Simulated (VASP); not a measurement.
```xyz
3
Lattice="2.2990 -3.9821 0.0000 2.2990 3.9821 0.0000 0.0000 0.0000 5.3397" Properties=species:S:1:pos:R:3 pbc="T T T"
Se     0.5215     0.9032     3.5598
Se     3.5551     0.0000     0.0000
Se     0.5215    -0.9032     1.7799
```

Computed with vdW-DF2, VASP's PBE PAW potentials (set 64) (plane waves; VASP 6.6.1). Numerical set-up: 520 eV cut-off, 6×6×4 Γ-centred mesh, Gaussian smearing of 0.050 eV, potentials Se.

Q: The ions and cell shape at fixed volume are relaxed. Which structure does the run end with?

A: 
```xyz
3
Lattice="2.3223 -4.0224 0.0000 2.3223 4.0224 0.0000 0.0000 0.0000 5.2332" Properties=species:S:1:pos:R:3 pbc="T T T"
Se     2.8312    -3.1410     3.4888
Se     3.6269     0.0000     5.2332
Se     2.8312     3.1410     1.7444
```
Space group P3_121 (152), at a tolerance of 0.03 Å.

Q: How much energy does the relaxation gain?

A: The energy (σ→0) changes by -9.7 meV/atom, in 6 ionic steps.

```json
[
 {"step": "1", "E(σ→0) (eV)": "-4.9041", "max force (eV/Å)": "0.389", "pressure (GPa)": "-2.19", "volume (Å³)": "97.77"},
 {"step": "2", "E(σ→0) (eV)": "-4.9250", "max force (eV/Å)": "0.199", "pressure (GPa)": "-1.47", "volume (Å³)": "97.77"},
 {"step": "3", "E(σ→0) (eV)": "-4.9325", "max force (eV/Å)": "0.012", "pressure (GPa)": "-0.70", "volume (Å³)": "97.77"},
 {"step": "4", "E(σ→0) (eV)": "-4.9325", "max force (eV/Å)": "0.025", "pressure (GPa)": "-0.66", "volume (Å³)": "97.77"},
 {"step": "5", "E(σ→0) (eV)": "-4.9330", "max force (eV/Å)": "0.015", "pressure (GPa)": "-0.64", "volume (Å³)": "97.77"},
 {"step": "6", "E(σ→0) (eV)": "-4.9332", "max force (eV/Å)": "0.004", "pressure (GPa)": "-0.62", "volume (Å³)": "97.77"}
]
```

The compound is Se in the trig structure. This cell is one point of a volume scan, at 1.06 of the reference volume. Symmetry was kept, so distortions that lower it aren't found.
